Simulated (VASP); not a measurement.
Consider the following.

```
CELL_PARAMETERS angstrom
      4.02888     0.00000     0.00000
      0.00000     4.02888     0.00000
      0.00000     0.00000     4.02888
ATOMIC_POSITIONS crystal
  K  0.00000 0.00000 0.00000
  Ta 0.50000 0.50000 0.50000
  O  0.50000 0.00000 0.50000
  O  0.00000 0.50000 0.50000
  O  0.50000 0.50000 0.00000
```

Level of theory: PBE GGA, VASP's PBE PAW potentials (set 64) (plane waves; VASP). Numerical set-up: 520 eV cut-off, Gaussian smearing of 0.050 eV, potentials K_sv Ta_pv O.

Unless said otherwise, spin-orbit coupling is left out, though it shifts the bands of the heavy elements here.

Question: Give the energies of bands 11 to 22 at the high-symmetry points, in eV from the valence-band maximum.

Answer: 
```
band      Γ      X      M      R
----  -----  -----  -----  -----
11    -2.44  -5.33  -5.43  -5.47
12    -2.44  -2.47  -5.27  -5.25
13    -2.44  -2.47  -4.39  -5.25
14    -1.01  -2.31  -2.72  -3.81
15    -1.01  -2.31  -2.72  -3.81
16    -1.01  -2.07  -1.71  -3.81
17    -0.63  -1.44  -1.40   0.00
18    -0.63  -0.84  -1.40   0.00
19    -0.63  -0.84  -0.04   0.00
20     2.11   2.25   4.85   6.20
21     2.11   4.82   4.85   6.20
22     2.11   4.82   6.09   6.20
```

The gap is indirect, 2.11 eV, from the valence maximum at R to the conduction minimum at Γ.

Measured: gap 3.64 eV (computed value off by -1.53 eV), as given by Burak Himmetoglu et al., Journal of Physics Condensed Matter (2016), arXiv:1601.06205.

The compound is KTaO3 in the cubic perovskite structure. It was relaxed first.
